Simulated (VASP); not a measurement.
Method: PBEsol GGA, VASP's PBE PAW potentials (set 64) (plane waves; VASP 6.6.1).

The input files of a VASP run:

INCAR:
```
ALGO  =  Normal
EDIFF  =  1E-6
EDIFFG  =  -0.02
ENCUT  =  400
GGA  =  PS
IBRION  =  2
ISIF  =  3
ISMEAR  =  1
LASPH  =  .TRUE.
LCHARG  =  .FALSE.
LMAXMIX  =  4
LREAL  =  .FALSE.
LWAVE  =  .FALSE.
NELM  =  100
NSW  =  60
PREC  =  Accurate
SIGMA  =  0.1
SYSTEM  =  TiH2
```

File POSCAR:
```
TiH2
1.0
 -1.5726909035   1.5726909035   2.0963906325
  1.5726909035  -1.5726909035   2.0963906325
  1.5726909035   1.5726909035  -2.0963906325
H Ti
2 1
direct
  0.7500000000   0.2500000000   0.5000000000
  0.2500000000   0.7500000000   0.5000000000
  0.0000000000   0.0000000000   0.0000000000
```

KPOINTS:
```
Automatic mesh
0
Gamma
12 12 12
0 0 0
```

POTCAR, in this order: H Ti_sv (PBE.64 set). Program: vasp_std.

Output

OSZICAR:
```
       N       E                     dE             d eps       ncg     rms          rms(c)
DAV:   1     0.774200259799E+02    0.77420E+02   -0.65821E+03  3589   0.126E+03
DAV:   2    -0.146307064559E+02   -0.92051E+02   -0.89725E+02  3682   0.315E+02
DAV:   3    -0.189813871441E+02   -0.43507E+01   -0.42885E+01  5074   0.734E+01
DAV:   4    -0.191068708124E+02   -0.12548E+00   -0.12528E+00  4486   0.107E+01
DAV:   5    -0.191113365447E+02   -0.44657E-02   -0.44653E-02  4955   0.156E+00    0.148E+01
DAV:   6    -0.167134454739E+02    0.23979E+01   -0.73386E+00  4164   0.392E+01    0.342E+00
DAV:   7    -0.166337623070E+02    0.79683E-01   -0.47164E-01  4056   0.616E+00    0.153E+00
DAV:   8    -0.166250163492E+02    0.87460E-02   -0.81780E-02  4955   0.381E+00    0.590E-01
DAV:   9    -0.166262198087E+02   -0.12035E-02   -0.55901E-03  4286   0.819E-01    0.128E-01
DAV:  10    -0.166258802861E+02    0.33952E-03   -0.83124E-04  4166   0.302E-01    0.336E-02
DAV:  11    -0.166258813866E+02   -0.11005E-05   -0.23777E-05  4057   0.571E-02    0.675E-03
DAV:  12    -0.166258777395E+02    0.36471E-05   -0.29780E-06  4003   0.315E-02    0.223E-03
DAV:  13    -0.166258776681E+02    0.71419E-07   -0.19797E-07  1880   0.522E-03
   1 F= -.16625878E+02 E0= -.16626172E+02  d E =-.166259E+02
       N       E                     dE             d eps       ncg     rms          rms(c)
DAV:   1    -0.166264344880E+02   -0.55675E-03   -0.18039E-02  3957   0.224E+00    0.150E-01
DAV:   2    -0.166261816442E+02    0.25284E-03   -0.97271E-04  3685   0.482E-01    0.657E-02
DAV:   3    -0.166261149415E+02    0.66703E-04   -0.12326E-04  5214   0.141E-01    0.193E-02
DAV:   4    -0.166261129060E+02    0.20355E-05   -0.16154E-05  4595   0.516E-02    0.563E-03
DAV:   5    -0.166261130605E+02   -0.15454E-06   -0.16529E-06  3043   0.164E-02
   2 F= -.16626113E+02 E0= -.16626380E+02  d E =-.235392E-03
       N       E                     dE             d eps       ncg     rms          rms(c)
DAV:   1    -0.166293927206E+02   -0.32798E-02   -0.16217E-01  3956   0.673E+00    0.446E-01
DAV:   2    -0.166271672437E+02    0.22255E-02   -0.87416E-03  3691   0.143E+00    0.196E-01
DAV:   3    -0.166265728108E+02    0.59443E-03   -0.10807E-03  5212   0.419E-01    0.581E-02
DAV:   4    -0.166265530200E+02    0.19791E-04   -0.14272E-04  4630   0.153E-01    0.170E-02
DAV:   5    -0.166265555729E+02   -0.25529E-05   -0.15480E-05  4219   0.489E-02    0.948E-03
DAV:   6    -0.166265555635E+02    0.93630E-08   -0.22851E-06  4402   0.208E-02
   3 F= -.16626556E+02 E0= -.16626737E+02  d E =-.677895E-03
       N       E                     dE             d eps       ncg     rms          rms(c)
DAV:   1    -0.166373851076E+02   -0.10830E-01   -0.64660E-01  3942   0.134E+01    0.884E-01
DAV:   2    -0.166287089243E+02    0.86762E-02   -0.34729E-02  3688   0.281E+00    0.388E-01
DAV:   3    -0.166263917661E+02    0.23172E-02   -0.41170E-03  5247   0.820E-01    0.116E-01
DAV:   4    -0.166263070370E+02    0.84729E-04   -0.54626E-04  4701   0.296E-01    0.340E-02
DAV:   5    -0.166263179846E+02   -0.10948E-04   -0.58795E-05  4289   0.970E-02    0.184E-02
DAV:   6    -0.166263190967E+02   -0.11121E-05   -0.88706E-06  5152   0.402E-02    0.515E-03
DAV:   7    -0.166263187658E+02    0.33087E-06   -0.50119E-07  2148   0.114E-02
   4 F= -.16626319E+02 E0= -.16626413E+02  d E =-.441098E-03
       N       E                     dE             d eps       ncg     rms          rms(c)
DAV:   1    -0.166315398518E+02   -0.52208E-02   -0.28761E-01  3945   0.893E+00    0.586E-01
DAV:   2    -0.166277152177E+02    0.38246E-02   -0.14568E-02  3688   0.182E+00    0.259E-01
DAV:   3    -0.166266654315E+02    0.10498E-02   -0.18485E-03  5209   0.547E-01    0.733E-02
DAV:   4    -0.166266345894E+02    0.30842E-04   -0.23439E-04  4481   0.197E-01    0.219E-02
DAV:   5    -0.166266395620E+02   -0.49726E-05   -0.26649E-05  4212   0.637E-02    0.127E-02
DAV:   6    -0.166266413424E+02   -0.17805E-05   -0.40287E-06  4870   0.280E-02    0.366E-03
DAV:   7    -0.166266413980E+02   -0.55505E-07   -0.27425E-07  1859   0.807E-03
   5 F= -.16626641E+02 E0= -.16626781E+02  d E =-.763730E-03
       N       E                     dE             d eps       ncg     rms          rms(c)
DAV:   1    -0.166274829350E+02   -0.84159E-03   -0.25177E-02  3742   0.275E+00    0.226E-01
DAV:   2    -0.166268659297E+02    0.61701E-03   -0.25826E-03  3733   0.803E-01    0.768E-02
DAV:   3    -0.166267989718E+02    0.66958E-04   -0.37215E-04  4972   0.183E-01    0.297E-02
DAV:   4    -0.166268037173E+02   -0.47454E-05   -0.45905E-05  5080   0.878E-02    0.960E-03
DAV:   5    -0.166268086162E+02   -0.48989E-05   -0.18431E-05  4418   0.420E-02    0.908E-03
DAV:   6    -0.166268098697E+02   -0.12535E-05   -0.14226E-06  3499   0.178E-02    0.294E-03
DAV:   7    -0.166268101416E+02   -0.27192E-06   -0.30028E-07  1864   0.711E-03
   6 F= -.16626810E+02 E0= -.16626933E+02  d E =-.168744E-03
       N       E                     dE             d eps       ncg     rms          rms(c)
DAV:   1    -0.166291279280E+02   -0.23181E-02   -0.82601E-02  3745   0.498E+00    0.409E-01
DAV:   2    -0.166271165056E+02    0.20114E-02   -0.84034E-03  3733   0.145E+00    0.139E-01
DAV:   3    -0.166268970719E+02    0.21943E-03   -0.12241E-03  4958   0.334E-01    0.539E-02
DAV:   4    -0.166269121668E+02   -0.15095E-04   -0.15102E-04  5077   0.160E-01    0.175E-02
DAV:   5    -0.166269270475E+02   -0.14881E-04   -0.61229E-05  4412   0.768E-02    0.165E-02
DAV:   6    -0.166269303087E+02   -0.32612E-05   -0.51446E-06  4797   0.327E-02    0.558E-03
DAV:   7    -0.166269308268E+02   -0.51813E-06   -0.58543E-07  2186   0.112E-02
   7 F= -.16626931E+02 E0= -.16627030E+02  d E =-.289429E-03
```

**OUTCAR**
```
------------------------ aborting loop because EDIFF is reached ----------------------------------------
  FORCE on cell =-STRESS in cart. coord.  units (eV):
  Direction    XX          YY          ZZ          XY          YZ          ZX
  --------------------------------------------------------------------------------------
  Total        0.0014018      0.0014018     -0.0005415      0.0000000     -0.0000000      0.0000000
  in kB        0.1083619      0.1083619     -0.0418577      0.0000000     -0.0000000      0.0000000
  external PRESSURE =       0.0582887 kB  Pullay stress =       0.0000000 kB
  volume of cell :       20.73
      direct lattice vectors                 reciprocal lattice vectors
    -1.583424931  1.583424931  2.066625003     0.000000000  0.315771206  0.241940361
     1.583424931 -1.583424931  2.066625003     0.315771206  0.000000000  0.241940361
     1.583424931  1.583424931 -2.066625003     0.315771206  0.315771206  0.000000000
 POSITION                                       TOTAL-FORCE (eV/Angst)
 -----------------------------------------------------------------------------------
      0.00000      1.58342      1.03331        -0.000000      0.000000     -0.000000
      1.58342      0.00000      1.03331         0.000000     -0.000000      0.000000
      0.00000     -0.00000      0.00000         0.000000      0.000000     -0.000000
 -----------------------------------------------------------------------------------
    total drift:                               -0.000000     -0.000000      0.000000
  FREE ENERGIE OF THE ION-ELECTRON SYSTEM (eV)
  ---------------------------------------------------
  free  energy   TOTEN  =       -16.6269308268 eV

  energy  without entropy=      -16.6272297732  energy(sigma->0) =      -16.62703048

 reached required accuracy - stopping structural energy minimisation
```
(Selected blocks of OUTCAR.)

### CONTCAR
```
TiH2
   1.00000000000000
    -1.5834249312106272    1.5834249312106272    2.0666250025302260
     1.5834249312106272   -1.5834249312106272    2.0666250025302260
     1.5834249312106272    1.5834249312106272   -2.0666250025302260
  H               Ti
     2     1
Direct
     0.7500000000000000    0.2500000000000000    0.5000000000000000
     0.2500000000000000    0.7500000000000000    0.5000000000000000
     0.0000000000000000    0.0000000000000000    0.0000000000000000
```

### OUTCAR
```
 val. band max:        8.0651308617   @ k =  -0.0833   0.1667   0.0833

 cond. band min:       8.0720821450   @ k =  -0.1667  -0.3333   0.1667


 Fermi energy:         8.0687262461

 k-point     1 :       0.0000    0.0000    0.0000
  band No.  band energies     occupation
      1     -48.8303      2.00000
      2     -24.9969      2.00000
      3     -24.9969      2.00000
      4     -24.9648      2.00000
      5      -2.6210      2.00000
      6       7.6903      2.00000
      7       7.6903      2.00000
      8       8.0824      0.77052
      9       8.9250     -0.00000
     10       9.3604     -0.00000
     11       9.9452     -0.00000

 k-point     2 :       0.0833   -0.0000    0.0000
  band No.  band energies     occupation
      1     -48.8254      2.00000
      2     -25.0230      2.00000
      3     -25.0024      2.00000
      4     -24.9740      2.00000
      5      -2.4413      2.00000
      6       6.7105      2.00000
      7       7.7585      2.00010
      8       8.0178      1.74981
      9       9.3313     -0.00000
     10       9.8860     -0.00000
     11      10.1675      0.00000

 k-point     3 :       0.1667   -0.0000    0.0000
  band No.  band energies     occupation
      1     -48.8121      2.00000
      2     -25.1081      2.00000
      3     -25.0174      2.00000
      4     -24.9843      2.00000
      5      -1.9290      2.00000
      6       5.4064      2.00000
      7       7.8898      2.02968
      8       8.1990     -0.06922
      9       9.3342     -0.00000
     10       9.7697     -0.00000
     11      11.7669      0.00000

 k-point     4 :       0.2500    0.0000    0.0000
  band No.  band energies     occupation
      1     -48.7941      2.00000
      2     -25.2265      2.00000
      3     -25.0377      2.00000
      4     -24.9942      2.00000
      5      -1.1686      2.00000
      6       4.3331      2.00000
      7       7.9058      2.04346
      8       8.3622     -0.00027
      9       9.5678     -0.00000
...
```

The structure comes from a measured TiH2 entry (I4/mmm) of the Crystallography Open Database, whose conditions weren't checked. This run relaxes it. Symmetry was kept, so distortions that lower it aren't found. The start is the result of an earlier pass.
